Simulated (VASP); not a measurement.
Here is the system:

```xyz
1
Lattice="0.0000 2.4944 2.4944 2.4944 0.0000 2.4944 2.4944 2.4944 0.0000" Properties=species:S:1:pos:R:3 pbc="T T T"
Pb     0.0000     0.0000     0.0000
```

Level of theory: r2SCAN meta-GGA, VASP's PBE PAW potentials (set 64) (plane waves; VASP). Numerical set-up: 480 eV cut-off, 12×12×12 Γ-centred mesh, first-order Methfessel-Paxton smearing of 0.10 eV, potentials Pb_d.

Problem. The ions, cell shape and volume at an external pressure of 1.0 GPa are relaxed. Which structure does the run end with?

Solution. 
```xyz
1
Lattice="0.0000 2.4846 2.4846 2.4846 0.0000 2.4846 2.4846 2.4846 0.0000" Properties=species:S:1:pos:R:3 pbc="T T T"
Pb     0.0000     0.0000     0.0000
```
Space group Fm-3m (225), at a tolerance of 0.03 Å.

Problem. How do energy and volume change from the first to the last step?

Solution. The energy (σ→0) changes by +1.7 meV/atom and the volume by -1.2 %, in 3 ionic steps.

```
step  E(σ→0) (eV)  max force (eV/Å)  pressure (GPa)  volume (Å³)
----  -----------  ----------------  --------------  -----------
1        -56.2648             0.000            0.48        31.04
2        -56.2624             0.000            1.13        30.59
3        -56.2630             0.000            1.01        30.67
```

The compound is Pb in the fcc structure. This run relaxes it under an external pressure of 1 GPa. Symmetry was kept, so distortions that lower it aren't found.
